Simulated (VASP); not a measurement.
Level of theory: LDA (Ceperley-Alder, Perdew-Zunger), VASP's LDA PAW potentials (set 64) (plane waves; VASP 6.6.1).

Gaps are without spin-orbit coupling.

```yaml
volume_per_atom: 5.53 Å³/atom
band gap (over mesh and band path): 4.16 eV
smallest direct gap (over mesh and band path): 5.62 eV
```

Question: Which relaxed crystal gives these values?
(A) GaN, P6_3mc (186)
(B) C, Fd-3m (227)
(C) SiC, P6_3mc (186)
(D) Cd2TeSe, P3m1 (156)

Answer: B, C, Fd-3m (227)
